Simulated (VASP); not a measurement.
# Ir2PdBr2 (I4/mmm) in VASP: density of states with PBE

Aim: the density of states of Ir2PdBr2 with PBE.

All numbers are computed with VASP 6.6.1; they aren't measurements. Logs are shortened: lines on timing, memory, paths and dates and some standing lists are left out, and cuts for length are marked.

### 1 The structure

It takes space group I4/mmm (No. 139, tetragonal). Conventional cell: a = 3.972 Å, b = 3.972 Å, c = 12.654 Å, α = 90.00°, β = 90.00°, γ = 90.00°. Br (site symmetry 4mm) is surrounded by 4 Ir at 2.37 Å. Ir (site symmetry -4m2) has 4 Br at 2.37 Å as nearest neighbours. Pd (site symmetry 4/mmm) is surrounded by 8 Br at 3.37 Å and 8 Ir at 3.74 Å.

The cell was built by a generator and needn't be a form met in nature.

### 2 Density of states, PBE

Contents of POSCAR:

```
Ir2PdBr2
1.0
    0.0000000000      3.9718565200      0.0000000000
    3.9718565200      0.0000000000      0.0000000000
    1.9859282600      1.9859282600     -6.3271895900
Br Ir Pd
2 2 1
Direct
    0.3523000000      0.3523000000      0.2954000000
    0.6477000000      0.6477000000      0.7046000000
    0.7500000000      0.2500000000      0.5000000000
    0.2500000000      0.7500000000      0.5000000000
    0.0000000000      0.0000000000      0.0000000000
```

Contents of INCAR.step1:

```
SYSTEM = Ir2PdBr2
  PREC = Accurate
  ENCUT = 520
  EDIFF = 1E-6
  ISMEAR = 1
  SIGMA = 0.0372
  LREAL = .FALSE.
  LASPH = .TRUE.
  NELM = 100
  ALGO = Normal
  ISIF = 2
  LWAVE = .FALSE.
  LCHARG = .TRUE.
  LMAXMIX = 4
  GGA = PE
  NBANDS = 29
```

Contents of KPOINTS.step1:

```
regular mesh
0
G
  7 7 7
  0 0 0
```

Contents of INCAR.step2:

```
SYSTEM = Ir2PdBr2
  PREC = Accurate
  ENCUT = 520
  EDIFF = 1E-6
  ISMEAR = -5
  SIGMA = 0.0372
  LREAL = .FALSE.
  LASPH = .TRUE.
  NELM = 100
  ALGO = Normal
  ISIF = 2
  LWAVE = .FALSE.
  LCHARG = .FALSE.
  LMAXMIX = 4
  GGA = PE
  LORBIT = 11
  NEDOS = 1001
  ICHARG = 11
```

Contents of KPOINTS.step2:

```
regular mesh
0
G
  11 11 11
  0 0 0
```

Potentials or basis: VASP PAW PBE potentials, release 64 (Br, Ir, Pd).

Launch:

```
$ cat potpaw_PBE.64/Br/POTCAR potpaw_PBE.64/Ir/POTCAR potpaw_PBE.64/Pd/POTCAR > POTCAR
$ cp INCAR.step1 INCAR
$ cp KPOINTS.step1 KPOINTS
$ mpirun -np 1 vasp_std > vasp.out
$ cp INCAR.step2 INCAR
$ cp KPOINTS.step2 KPOINTS
$ mpirun -np 1 vasp_std > vasp.out
```

OUTCAR:

```text
SYSTEM = Ir2PdBr2
   PREC = Accurate
   ENCUT = 520
   EDIFF = 1E-6
   ISMEAR = -5
   LREAL = .FALSE.
   LASPH = .TRUE.
   NELM = 100
   ISIF = 2
   GGA = PE
   LORBIT = 11
   ICHARG = 11

 ion  position               nearest neighbor table
   1  0.352  0.352  0.295-   3 2.37   4 2.37   4 2.37   3 2.37
   2  0.648  0.648  0.705-   4 2.37   3 2.37   3 2.37   4 2.37
   3  0.750  0.250  0.500-   1 2.37   1 2.37   2 2.37   2 2.37   4 2.81   4 2.81   4 2.81   4 2.81

   4  0.250  0.750  0.500-   1 2.37   1 2.37   2 2.37   2 2.37   3 2.81   3 2.81   3 2.81   3 2.81

   5  0.000  0.000  0.000-

  LATTYP: Found a body centered tetragonal cell.
 ALAT       =     3.9718565200
 C/A-ratio  =     3.1860111553

  Lattice vectors:

 A1 = (  -1.9859282600,   1.9859282600,   6.3271895900)
 A2 = (   1.9859282600,  -1.9859282600,   6.3271895900)
 A3 = (   1.9859282600,   1.9859282600,  -6.3271895900)

Analysis of symmetry for initial positions (statically):
=====================================================================
 Subroutine PRICEL returns:
 Original cell was already a primitive cell.

 Routine SETGRP: Setting up the symmetry group for a
 body centered tetragonal supercell.

 Subroutine GETGRP returns: Found 16 space group operations
 (whereof 16 operations were pure point group operations)
 out of a pool of 16 trial point group operations.

The static configuration has the point symmetry D_4h.

Analysis of symmetry for dynamics (positions and initial velocities):
=====================================================================
 Subroutine PRICEL returns:
 Original cell was already a primitive cell.

 Routine SETGRP: Setting up the symmetry group for a
 body centered tetragonal supercell.

 Subroutine GETGRP returns: Found 16 space group operations
 (whereof 16 operations were pure point group operations)
 out of a pool of 16 trial point group operations.

The dynamic configuration has the point symmetry D_4h.

 Subroutine INISYM returns: Found 16 space group operations
 (whereof 16 operations are pure point group operations),
 and found     1 'primitive' translations

----------------------------------------------------------------------------------------

                                     Primitive cell

  volume of cell :      99.8155

  direct lattice vectors                    reciprocal lattice vectors
     0.000000000  3.971856520  0.000000000     0.000000000  0.251771431  0.079024027
     3.971856520  0.000000000  0.000000000     0.251771431  0.000000000  0.079024027
     1.985928260  1.985928260 -6.327189590     0.000000000  0.000000000 -0.158048054

  length of vectors
     3.971856520  3.971856520  6.922510398     0.263881887  0.263881887  0.158048054

  position of ions in fractional coordinates (direct lattice)
     0.352300000  0.352300000  0.295400000
     0.647700000  0.647700000  0.704600000
     0.750000000  0.250000000  0.500000000
     0.250000000  0.750000000  0.500000000
     0.000000000  0.000000000  0.000000000

  ion indices of the primitive-cell ions
   primitive index   ion index
                 1           1
                 2           2
                 3           3
                 4           4
                 5           5

----------------------------------------------------------------------------------------

 KPOINTS: regular mesh

Automatic generation of k-mesh.
 Grid dimensions read from file:
 generate k-points for:   11   11   11

 Generating k-lattice:

  Cartesian coordinates                     Fractional coordinates (reciprocal lattice)
     0.000000000  0.022888312  0.007184002     0.090909091  0.000000000  0.000000000
     0.022888312  0.000000000  0.007184002     0.000000000  0.090909091  0.000000000
     0.000000000  0.000000000 -0.014368005     0.000000000  0.000000000  0.090909091

  Length of vectors
     0.023989262  0.023989262  0.014368005

  Shift w.r.t. Gamma in fractional coordinates (k-lattice)
     0.000000000  0.000000000  0.000000000

 TETIRR: Found   3746 inequivalent tetrahedra from     7986

 Subroutine IBZKPT returns following result:
 ===========================================

 Found    126 irreducible k-points:

 Following reciprocal coordinates:
            Coordinates               Weight
  0.000000  0.000000  0.000000      1.000000
  0.090909  0.000000  0.000000      8.000000
  0.181818  0.000000  0.000000      8.000000
  0.272727  0.000000  0.000000      8.000000
  0.363636  0.000000 -0.000000      8.000000
  0.454545  0.000000  0.000000      8.000000
[... 16 lines left out ...]
 -0.272727  0.181818 -0.000000     16.000000
 -0.181818  0.181818  0.000000      4.000000
 [... further k-points ...]
   k-points           NKPTS =    126   k-points in BZ     NKDIM =    126   number of bands    NBANDS=     25
   number of dos      NEDOS =   1001   number of ions     NIONS =      5
   total plane-waves  NPLWV =  48600
   dimension x,y,z NGX =    30 NGY =   30 NGZ =   54
   dimension x,y,z NGXF=    60 NGYF=   60 NGZF=  108
   ions per type =               2   2   1
   NGX,Y,Z   is equivalent  to a cutoff of  12.56, 12.56, 12.97 a.u.
   NGXF,Y,Z  is equivalent  to a cutoff of  25.11, 25.11, 25.94 a.u.
 SYSTEM =  Ir2PdBr2
   PREC   = accura    normal or accurate (medium, high low for compatibility)
   ISTART =      0    job   : 0-new  1-cont  2-samecut
   ICHARG =     11    charge: 1-file 2-atom 10-const
   ISPIN  =      1    spin polarized calculation?
   LNONCOLLINEAR =      F non collinear calculations
   LSORBIT =      F    spin-orbit coupling
   LASPH  =      T    aspherical Exc in radial PAW
   ENCUT  =  520.0 eV  38.22 Ry    6.18 a.u.   7.39  7.39 12.87*2*pi/ulx,y,z
   NELM   =    100;   NELMIN=  2; NELMDL=  0     # of ELM steps
   EDIFF  = 0.1E-05   stopping-criterion for ELM
   LREAL  =      F    real-space projection
   EDIFFG = 0.1E-04   stopping-criterion for IOM
   NSW    =      0    number of steps for IOM
   IBRION =     -1    ionic relax: 0-MD 1-quasi-New 2-CG
   NFREE  =      0    steps in history (QN), initial steepest desc. (CG)
   ISIF   =      2    stress and relaxation
   ISYM   =      2    0-nonsym 1-usesym 2-fastsym
   POTIM  = 0.5000    time-step for ionic-motion
   TEBEG  =    0.0;   TEEND  =   0.0 temperature during run
   PSTRESS=    0.0 pullay stress
   NELECT =      42.0000    total number of electrons
   NUPDOWN=      -1.0000    fix difference up-down
   EMIN   =  10.00;   EMAX   =-10.00  energy-range for DOS
   EFERMI =   0.00;   METHOD = LEGACY
   ISMEAR =    -5;   SIGMA  =   0.04  broadening in eV -4-tet -1-fermi 0-gaus
   EFERMI_NEDOS =   21; number of points for ismear=-14 and -15
   IALGO  =     38    algorithm
   IMIX   =      4    mixing-type and parameters
     AMIX     =   0.40;   BMIX     =  1.00
     AMIX_MAG =   1.60;   BMIX_MAG =  1.00
  volume/ion in A,a.u.               =      19.96       134.72
  Fermi-wavevector in a.u.,A,eV,Ry     =   1.226757  2.318235 20.475859  1.504933
  Thomas-Fermi vector in A             =   2.361746
   LORBIT       =     11    0 simple, 1 ext, 2 COOP (PROOUT), +10 PAW based schemes
   GGA     = PE    functional components
   LHFCALC =     F    Hartree Fock is set to
   AEXX    =    0.0000 exact exchange contribution
   IVDW    =     0    specifies the selected vdW correction
   LEPSILON=     F    determine dielectric tensor
   LRPA    =     F    only Hartree local field effects (RPA)
 non-spin polarized calculation
 Fermi weights with tetrahedron method with Bloechl corrections
  energy-cutoff  :      520.00
  volume of cell :       99.82
 maximum number of plane-waves:      2735
 NGX is ok and might be reduce to    30

 number of electron      41.9999997 magnetization

 Free energy of the ion-electron system (eV)
  ---------------------------------------------------
  ext. energy  EPLUGINS =         0.00000000
  ---------------------------------------------------
  free energy    TOTEN  =       -18.17507433 eV

  energy without entropy =      -18.17507433  energy(sigma->0) =      -18.17507433

 E-fermi :   6.7392     XC(G=0): -10.9564

 val. band max:        6.7502773130   @ k =  -0.1818  -0.2727   0.0909
 cond. band min:       6.7208719373   @ k =  -0.1818   0.0000   0.2727
 fundamental gap:     -0.0294053758
 Fermi energy:         6.7391666184

 k-point     1 :       0.0000    0.0000    0.0000
  band No.  band energies     occupation
      1     -12.7228      2.00000
      2     -12.0398      2.00000
      3      -2.5057      2.00000
      4      -1.7201      2.00000
      5      -1.7201      2.00000
      6      -1.6820      2.00000
[... 17 lines left out ...]
     24       7.2490      0.00000
     25       9.6549      0.00000

 k-point     2 :       0.0909    0.0000    0.0000
  band No.  band energies     occupation
      1     -12.6901      2.00000
      2     -12.0348      2.00000
      3      -2.4725      2.00000
      4      -1.7321      2.00000
      5      -1.7118      2.00000
      6      -1.6233      2.00000
[... 17 lines left out ...]
     24       7.3043      0.00000
     25       9.7288      0.00000

 k-point     3 :       0.1818    0.0000    0.0000
  band No.  band energies     occupation
      1     -12.5987      2.00000
      2     -12.0240      2.00000
      3      -2.4073      2.00000
      4      -1.7119      2.00000
      5      -1.6789      2.00000
      6      -1.4500      2.00000
[... 17 lines left out ...]
     24       7.3836      0.00000
     25       9.5311      0.00000

 k-point     4 :       0.2727    0.0000    0.0000
  band No.  band energies     occupation
      1     -12.4674      2.00000
      2     -12.0193      2.00000
      3      -2.3644      2.00000
      4      -1.6065      2.00000
      5      -1.5594      2.00000
      6      -1.2078      2.00000
[... 17 lines left out ...]
     24       7.4154      0.00000
     25       9.2262      0.00000

 k-point     5 :       0.3636    0.0000   -0.0000
  band No.  band energies     occupation
      1     -12.3229      2.00000
      2     -12.0363      2.00000
      3      -2.3022      2.00000
      4      -1.5114      2.00000
      5      -1.4858      2.00000
      6      -1.2720      2.00000
[... 17 lines left out ...]
     24       7.5643      0.00000
     25       9.0476      0.00000

 k-point     6 :       0.4545    0.0000    0.0000
  band No.  band energies     occupation
      1     -12.1958      2.00000
      2     -12.0865      2.00000
      3      -2.1499      2.00000
      4      -1.8596      2.00000
      5      -1.3198      2.00000
      6      -1.1140      2.00000
[... 17 lines left out ...]
     24       8.0976      0.00000
     25       8.8071      0.00000
[... 393 lines left out ...]
 k-point    21 :      -0.4545    0.1818    0.0000
  band No.  band energies     occupation
      1     -12.1375      2.00000
      2     -12.0210      2.00000
      3      -2.5449      2.00000
      4      -2.2557      2.00000
      5      -1.0834      2.00000
      6      -0.9234      2.00000
[... 17 lines left out ...]
     24       8.3983      0.00000
     25       9.3115      0.00000

 k-point    22 :      -0.3636    0.1818    0.0000
  band No.  band energies     occupation
      1     -12.2490      2.00000
      2     -11.9831      2.00000
      3      -2.6626      2.00000
      4      -1.9206      2.00000
      5      -1.1985      2.00000
      6      -1.0756      2.00000
[... 17 lines left out ...]
     24       7.8063      0.00000
     25       9.4629      0.00000

 k-point    23 :      -0.2727    0.1818   -0.0000
  band No.  band energies     occupation
      1     -12.3765      2.00000
      2     -11.9783      2.00000
      3      -2.6595      2.00000
      4      -1.5416      2.00000
      5      -1.3678      2.00000
      6      -1.3061      2.00000
[... 17 lines left out ...]
     24       7.4677      0.00000
     25       9.6129      0.00000

 k-point    24 :      -0.1818    0.1818    0.0000
  band No.  band energies     occupation
      1     -12.4927      2.00000
      2     -11.9937      2.00000
      3      -2.5712      2.00000
      4      -1.6082      2.00000
      5      -1.4253      2.00000
      6      -1.2329      2.00000
[... 17 lines left out ...]
     24       7.4065      0.00000
     25       9.8094      0.00000

 [... further k-points ...]

------------------------ aborting loop because EDIFF is reached ----------------------------------------

  FORCE on cell =-STRESS in cart. coord.  units (eV):
  Direction    XX          YY          ZZ          XY          YZ          ZX
  --------------------------------------------------------------------------------------
  -------------------------------------------------------------------------------------
  Total       12.0699585     12.0699585     12.1877940      0.0000000      0.0000000      0.0000000
  in kB      193.7396048    193.7396048    195.6310275      0.0000000      0.0000000      0.0000000
  external PRESSURE =     194.3700790 kB  Pullay stress =       0.0000000 kB

 VOLUME and BASIS-vectors are now :
 -----------------------------------------------------------------------------
  energy-cutoff  :      520.00
  volume of cell :       99.82
      direct lattice vectors                 reciprocal lattice vectors
     0.000000000  3.971856520  0.000000000     0.000000000  0.251771431  0.079024027
     3.971856520  0.000000000  0.000000000     0.251771431  0.000000000  0.079024027
     1.985928260  1.985928260 -6.327189590     0.000000000  0.000000000 -0.158048054

 POSITION                                       TOTAL-FORCE (eV/Angst)
 -----------------------------------------------------------------------------------
      1.98593      1.98593     -1.86905         0.000000      0.000000      6.014179
      3.97186      3.97186     -4.45814        -0.000000     -0.000000     -6.014179
      1.98593      3.97186     -3.16359        -0.000000     -0.000000     -0.000000
      3.97186      1.98593     -3.16359         0.000000      0.000000      0.000000
      0.00000      0.00000      0.00000        -0.000000     -0.000000     -0.000000
 -----------------------------------------------------------------------------------
    total drift:                                0.000000     -0.000000     -0.000000

  FREE ENERGIE OF THE ION-ELECTRON SYSTEM (eV)
  ---------------------------------------------------
  free  energy   TOTEN  =       -18.1750743325 eV

  energy  without entropy=      -18.1750743325  energy(sigma->0) =      -18.17507433

 total charge

# of ion       s       p       d       tot
------------------------------------------
    1        1.641   3.045   0.241   4.927
    2        1.641   3.045   0.241   4.927
    3        0.591   0.652   7.368   8.610
    4        0.591   0.652   7.368   8.610
    5        0.220   0.066   8.790   9.076
--------------------------------------------------
tot          4.683   7.460  24.007  36.149
```

Wall time 3 min (1 thread of AMD EPYC 9R14 (Zen 4), shared host); peak memory 0.42 GiB.

What came out:

```
Valence electrons inside the program's atomic spheres : Br 4.93; Ir 8.61; Pd 9.08
```

States per cell in windows of 1 eV (zero at the Fermi level; states under -8 eV left out):
| from (eV) | total | Pd5_d | Ir3_d | Ir4_d | Br1_p | Br2_p | Pd5_s |
| --- | --- | --- | --- | --- | --- | --- | --- |
| -8.0 | 5.88 | 0.02 | 0.71 | 0.71 | 1.36 | 1.36 | 0.01 |
| -7.0 | 0.86 | 0.01 | 0.17 | 0.17 | 0.14 | 0.14 | 0.00 |
| -6.0 | 0.87 | 0.00 | 0.36 | 0.36 | 0.01 | 0.01 | 0.00 |
| -5.0 | 2.42 | 0.03 | 0.86 | 0.86 | 0.04 | 0.04 | 0.01 |
| -4.0 | 4.30 | 0.09 | 1.60 | 1.60 | 0.11 | 0.11 | 0.01 |
| -3.0 | 3.95 | 0.15 | 1.50 | 1.50 | 0.06 | 0.06 | 0.01 |
| -2.0 | 7.95 | 5.25 | 0.67 | 0.67 | 0.06 | 0.06 | 0.06 |
| -1.0 | 6.49 | 3.42 | 0.76 | 0.76 | 0.20 | 0.20 | 0.11 |
| 0.0 | 4.99 | 0.34 | 1.35 | 1.35 | 0.43 | 0.43 | 0.12 |
| 1.0 | 1.25 | 0.04 | 0.07 | 0.07 | 0.07 | 0.07 | 0.29 |
| 2.0 | 1.19 | 0.04 | 0.06 | 0.06 | 0.08 | 0.08 | 0.14 |
| 3.0 | 0.57 | 0.01 | 0.03 | 0.03 | 0.03 | 0.03 | 0.02 |
| 4.0 | 0.00 | 0.00 | 0.00 | 0.00 | 0.00 | 0.00 | 0.00 |

Caveat: tetrahedron occupations give inexact forces and stress in metals. Spin-orbit coupling is left out, which matters for the levels of Ir.
